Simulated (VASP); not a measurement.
Computed with MS2 meta-GGA, VASP's PBE PAW potentials (set 64) (plane waves; VASP 6.6.1).

A VASP calculation is set up with these files.

INCAR:
```
LMIXTAU=T
LREAL=F
LCHARG=F
NSW=60
EDIFF=1E-6
EDIFFG=-0.02   ! ionic stop
METAGGA=MS2
ENCUT=520
PREC=Accurate
SIGMA=0.05
ISIF=3   ! ions, shape and volume
SYSTEM=MgH2
LWAVE=F
NELM=100
IBRION=2   ! conjugate gradients
ALGO=Normal   ! blocked Davidson
LASPH=T   ! aspherical one-centre terms
ISMEAR=0   ! Gaussian
```

**KPOINTS**
```
Automatic mesh
0
Gamma
5 5 7
0 0 0
```

**POSCAR**
```
MgH2
1.0
  4.4851654907   0.0000000000   0.0000000000
  0.0000000000   4.4851654907   0.0000000000
  0.0000000000   0.0000000000   2.9959975163
Mg H
2 4
direct
  0.0000000000   0.0000000000   0.0000000000
  0.5000000000   0.5000000000   0.5000000000
  0.3043043859   0.3043043859   0.0000000000
  0.8043043859   0.1956956141   0.5000000000
  0.1956956141   0.8043043859   0.5000000000
  0.6956956141   0.6956956141   0.0000000000
```

POTCAR, in this order: Mg H (PBE.64 set). Program: vasp_std.

The resulting files:

**OUTCAR**
```
 ion  position               nearest neighbor table
   1  0.000  0.000  0.000-   3 1.93   6 1.93   5 1.95   4 1.95   4 1.95   5 1.95   2 3.51   2 3.51
                             2 3.51   2 3.51   2 3.51   2 3.51   2 3.51   2 3.51
   2  0.500  0.500  0.500-   4 1.93   5 1.93   3 1.95   6 1.95   3 1.95   6 1.95   1 3.51   1 3.51
                             1 3.51   1 3.51   1 3.51   1 3.51   1 3.51   1 3.51
   3  0.304  0.304  0.000-   1 1.93   2 1.95   2 1.95
   4  0.804  0.196  0.500-   2 1.93   1 1.95   1 1.95
   5  0.196  0.804  0.500-   2 1.93   1 1.95   1 1.95
   6  0.696  0.696  0.000-   1 1.93   2 1.95   2 1.95
  LATTYP: Found a simple tetragonal cell.
 ALAT       =     4.4851654907
 C/A-ratio  =     0.6679792580
 Subroutine PRICEL returns:
 Original cell was already a primitive cell.
 Subroutine GETGRP returns: Found 16 space group operations
The static configuration has the point symmetry D_2h.
 The point group associated with its full space group is D_4h.
The dynamic configuration has the point symmetry D_2h.
 Subroutine INISYM returns: Found 16 space group operations
 Subroutine IBZKPT returns following result:
 Found     24 irreducible k-points:

 Following reciprocal coordinates:
            Coordinates               Weight
  0.000000  0.000000  0.000000      1.000000
  0.200000  0.000000  0.000000      4.000000
  0.400000  0.000000  0.000000      4.000000
  0.200000  0.200000  0.000000      4.000000
  0.400000  0.200000  0.000000      8.000000
  0.400000  0.400000  0.000000      4.000000
  0.000000  0.000000  0.142857      2.000000
  0.200000  0.000000  0.142857      8.000000
  0.400000  0.000000  0.142857      8.000000
  0.200000  0.200000  0.142857      8.000000
  0.400000  0.200000  0.142857     16.000000
  0.400000  0.400000  0.142857      8.000000
  0.000000  0.000000  0.285714      2.000000
  0.200000  0.000000  0.285714      8.000000
  0.400000  0.000000  0.285714      8.000000
  0.200000  0.200000  0.285714      8.000000
...
```

### OSZICAR
```
       N       E                     dE             d eps       ncg     rms          rms(c)
DAV:   1    -0.908467585151E+01   -0.90847E+01   -0.30486E+03   384   0.725E+02
DAV:   2    -0.291437936492E+02   -0.20059E+02   -0.18833E+02   512   0.865E+01
DAV:   3    -0.298649360607E+02   -0.72114E+00   -0.72114E+00   520   0.222E+01
DAV:   4    -0.298659176314E+02   -0.98157E-03   -0.98157E-03   560   0.924E-01
DAV:   5    -0.298659204171E+02   -0.27857E-05   -0.27857E-05   504   0.349E-02    0.626E+00
DAV:   6    -0.253047480323E+02    0.45612E+01   -0.13447E+00   384   0.150E+01    0.374E+00
DAV:   7    -0.263208172133E+02   -0.10161E+01   -0.23041E+00   448   0.139E+01    0.123E+00
DAV:   8    -0.266008137211E+02   -0.28000E+00   -0.32516E-01   384   0.729E+00    0.815E-01
DAV:   9    -0.269832667362E+02   -0.38245E+00   -0.10611E-01   384   0.374E+00    0.527E-01
DAV:  10    -0.267177717167E+02    0.26550E+00   -0.49137E-01   384   0.845E+00    0.245E-01
DAV:  11    -0.263961545095E+02    0.32162E+00   -0.13575E-01   384   0.567E+00    0.220E-01
DAV:  12    -0.264240804287E+02   -0.27926E-01   -0.10226E-02   384   0.168E+00    0.135E-01
DAV:  13    -0.263988747945E+02    0.25206E-01   -0.55187E-03   384   0.105E+00    0.846E-02
DAV:  14    -0.263982842076E+02    0.59059E-03   -0.37033E-04   496   0.264E-01    0.868E-02
DAV:  15    -0.263947538954E+02    0.35303E-02   -0.74594E-04   384   0.381E-01    0.480E-02
DAV:  16    -0.263946247691E+02    0.12913E-03   -0.73075E-05   496   0.733E-02    0.256E-02
DAV:  17    -0.263945616883E+02    0.63081E-04   -0.35018E-05   384   0.447E-02    0.639E-03
DAV:  18    -0.263945481483E+02    0.13540E-04   -0.53853E-06   384   0.245E-02    0.225E-03
DAV:  19    -0.263945464022E+02    0.17462E-05   -0.20201E-06   416   0.165E-02    0.106E-03
DAV:  20    -0.263945443385E+02    0.20636E-05   -0.68655E-07   400   0.117E-02    0.441E-04
DAV:  21    -0.263945442103E+02    0.12824E-06   -0.44295E-08   192   0.306E-03
   1 F= -.26394544E+02 E0= -.26394544E+02  d E =-.263945E+02
       N       E                     dE             d eps       ncg     rms          rms(c)
DAV:   1    -0.263966207582E+02   -0.20764E-02   -0.48579E-03   392   0.768E-01    0.454E-02
DAV:   2    -0.263960749024E+02    0.54586E-03   -0.68829E-04   384   0.366E-01    0.207E-02
DAV:   3    -0.263961063201E+02   -0.31418E-04   -0.72084E-05   400   0.104E-01    0.605E-03
DAV:   4    -0.263960792763E+02    0.27044E-04   -0.87347E-05   384   0.858E-02    0.247E-03
DAV:   5    -0.263960679015E+02    0.11375E-04   -0.37896E-05   384   0.600E-02    0.844E-04
DAV:   6    -0.263960617348E+02    0.61666E-05   -0.44230E-06   416   0.208E-02    0.293E-04
DAV:   7    -0.263960617747E+02   -0.39925E-07   -0.12556E-07   240   0.534E-03
   2 F= -.26396062E+02 E0= -.26396062E+02  d E =-.151756E-02
       N       E                     dE             d eps       ncg     rms          rms(c)
DAV:   1    -0.263968972839E+02   -0.83555E-03   -0.33179E-03   392   0.636E-01    0.377E-02
DAV:   2    -0.263965245482E+02    0.37274E-03   -0.47150E-04   384   0.304E-01    0.171E-02
DAV:   3    -0.263965463489E+02   -0.21801E-04   -0.50207E-05   400   0.864E-02    0.504E-03
DAV:   4    -0.263965280590E+02    0.18290E-04   -0.60276E-05   384   0.711E-02    0.204E-03
DAV:   5    -0.263965205724E+02    0.74866E-05   -0.26262E-05   384   0.497E-02    0.707E-04
DAV:   6    -0.263965164156E+02    0.41568E-05   -0.31402E-06   416   0.175E-02    0.238E-04
DAV:   7    -0.263965164537E+02   -0.38142E-07   -0.83735E-08   216   0.448E-03
   3 F= -.26396516E+02 E0= -.26396516E+02  d E =-.197224E-02
```

File OUTCAR:
```
------------------------ aborting loop because EDIFF is reached ----------------------------------------
  FORCE on cell =-STRESS in cart. coord.  units (eV):
  Direction    XX          YY          ZZ          XY          YZ          ZX
  --------------------------------------------------------------------------------------
  Total       -0.0385244     -0.0385244      0.0231786      0.0000000      0.0000000      0.0000000
  in kB       -1.0372130     -1.0372130      0.6240492      0.0000000      0.0000000      0.0000000
  external PRESSURE =      -0.4834590 kB  Pullay stress =       0.0000000 kB
  volume of cell :       59.51
      direct lattice vectors                 reciprocal lattice vectors
     4.467792557 -0.000000000  0.000000000     0.223824179 -0.000000000  0.000000000
     0.000000000  4.467792557  0.000000000     0.000000000  0.223824179  0.000000000
     0.000000000  0.000000000  2.981210075     0.000000000  0.000000000  0.335434262
 POSITION                                       TOTAL-FORCE (eV/Angst)
 -----------------------------------------------------------------------------------
      0.00000     -0.00000      0.00000        -0.000000      0.000000      0.000000
      2.23390      2.23390      1.49061        -0.000000      0.000000      0.000000
      1.35992      1.35992      0.00000        -0.002285     -0.002285     -0.000000
      3.59382      0.87398      1.49061        -0.002285      0.002285      0.000000
      0.87398      3.59382      1.49061         0.002285     -0.002285      0.000000
      3.10787      3.10787      0.00000         0.002285      0.002285      0.000000
 -----------------------------------------------------------------------------------
    total drift:                                0.000000      0.000000     -0.000000
  FREE ENERGIE OF THE ION-ELECTRON SYSTEM (eV)
  ---------------------------------------------------
  free  energy   TOTEN  =       -26.3965164537 eV

  energy  without entropy=      -26.3965164537  energy(sigma->0) =      -26.39651645

 reached required accuracy - stopping structural energy minimisation
```
(Selected blocks of OUTCAR.)

File CONTCAR:
```
MgH2
   1.00000000000000
     4.4677925573168169   -0.0000000000000000    0.0000000000000000
     0.0000000000000000    4.4677925573168169    0.0000000000000000
     0.0000000000000000    0.0000000000000000    2.9812100748853325
  Mg              H
     2     4
Direct
     0.0000000000000000    0.0000000000000000    0.0000000000000000
     0.5000000000000000    0.5000000000000000    0.5000000000000000
     0.3043827097889779    0.3043827097889779    0.0000000000000000
     0.8043827097889777    0.1956172902110222    0.5000000000000000
     0.1956172902110222    0.8043827097889777    0.5000000000000000
     0.6956172902110223    0.6956172902110223    0.0000000000000000
```

The compound is MgH2 in the rutile structure. This run relaxes it. Symmetry was kept, so distortions that lower it aren't found. The start is the result of an earlier pass.
